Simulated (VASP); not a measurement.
OSZICAR of a VASP run on AlN (space group P6_3mc):

### OSZICAR
```
       N       E                     dE             d eps       ncg     rms          rms(c)
DAV:   1     0.105563522857E+03    0.10556E+03   -0.12676E+04  1176   0.108E+03
DAV:   2    -0.594298316134E+02   -0.16499E+03   -0.15774E+03  1651   0.230E+02
DAV:   3    -0.682692707579E+02   -0.88394E+01   -0.88036E+01  1436   0.606E+01
DAV:   4    -0.683619476531E+02   -0.92677E-01   -0.92611E-01  1396   0.700E+00
DAV:   5    -0.683636416858E+02   -0.16940E-02   -0.16939E-02  1441   0.943E-01    0.166E+01
DAV:   6    -0.593908369997E+02    0.89728E+01   -0.40599E+01  1336   0.341E+01    0.604E+00
DAV:   7    -0.594087855617E+02   -0.17949E-01   -0.86371E-01  1396   0.594E+00    0.410E+00
DAV:   8    -0.593886915131E+02    0.20094E-01   -0.94290E-02  1351   0.266E+00    0.501E-01
DAV:   9    -0.593856261221E+02    0.30654E-02   -0.16334E-02  1451   0.711E-01    0.316E-01
DAV:  10    -0.593868394985E+02   -0.12134E-02   -0.50580E-03  1406   0.420E-01    0.162E-01
DAV:  11    -0.593866468724E+02    0.19263E-03   -0.61464E-04  1401   0.154E-01    0.559E-02
DAV:  12    -0.593866436000E+02    0.32724E-05   -0.65417E-05  1404   0.550E-02    0.251E-02
DAV:  13    -0.593866422939E+02    0.13061E-05   -0.36699E-06  1334   0.132E-02    0.148E-02
DAV:  14    -0.593866423714E+02   -0.77576E-07   -0.66848E-06  1306   0.165E-02
   1 F= -.59386642E+02 E0= -.59386642E+02  d E =-.373788E-06
```

### Question
Which electronic solver shows in the log?

### Answer
It is blocked Davidson (ALGO = Normal, or the opening steps of other solvers). The INCAR had ALGO = Normal.

### Question
Can the final energy be trusted as converged?

### Answer
The run converged. It stopped with EDIFF = 1E-6, NELM = 100 (PBE GGA, plane waves, VASP's PBE PAW potentials (set 64)).

The structure was generated: AlN was put into an ordered model structure, which need not be its known phase. The cell was not relaxed at this level.
